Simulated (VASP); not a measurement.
Data:

```yaml
crystal:
  lattice:
    - [0.00000, 3.14082, 3.14082]
    - [3.14082, 0.00000, 3.14082]
    - [3.14082, 3.14082, 0.00000]
  atoms:
    - { symbol: Ba, position: [0.00000, 0.00000, 0.00000] }
    - { symbol: F, position: [0.25000, 0.25000, 0.25000] }
    - { symbol: F, position: [0.75000, 0.75000, 0.75000] }
```

Computed with optB86b-vdW, VASP's PBE PAW potentials (set 64) (plane waves; VASP). Settings: 520 eV cut-off, 6×6×6 Γ-centred mesh, Gaussian smearing of 0.050 eV, potentials Ba_sv F.

Problem. Give the stress tensor in GPa (positive for a compressed cell).

Solution. 
```
-1.60   0.00   0.00
 0.00  -1.60   0.00
 0.00   0.00  -1.60
```
The pressure is its mean diagonal, -1.60 GPa.

The compound is BaF2 in the fluorite structure. This cell is one point of a volume scan, at 1.03 of the reference volume.
